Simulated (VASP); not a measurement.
Here is a VASP 6.6.1 calculation.

Contents of INCAR:

```
SYSTEM = LiZn
ALGO = Normal
EDIFF = 1E-6
ENCUT = 520
GGA = CA
ISIF = 2
ISMEAR = 1
LASPH = .TRUE.
LCHARG = .FALSE.
LREAL = .FALSE.
LWAVE = .FALSE.
NBANDS = 23
NELM = 100
PREC = Accurate
SIGMA = 0.2
```

File KPOINTS:

```
k-points
0
G
  4 4 4
  0 0 0
```

POSCAR

```
LiZn
1.0
    0.0000000000      3.1170000000      3.1170000000
    3.1170000000      0.0000000000      3.1170000000
    3.1170000000      3.1170000000      0.0000000000
Li Zn
2 2
Direct
    0.0000000000      0.0000000000      0.0000000000
    0.2500000000      0.2500000000      0.2500000000
    0.5000000000      0.5000000000      0.5000000000
    0.7500000000      0.7500000000      0.7500000000
```

Potentials or basis: VASP PAW LDA potentials, release 64 (Li_sv, Zn).

Run with:

```bash
$ cat potpaw_LDA.64/Li_sv/POTCAR potpaw_LDA.64/Zn/POTCAR > POTCAR
$ mpirun -np 1 vasp_std > vasp.out
```

Task: Predict the band gap on the k mesh.

Result: None (metal or under the smearing width).

Caveat: the k mesh is coarse (spacing up to 0.44 Å⁻¹), so the values aren't converged.
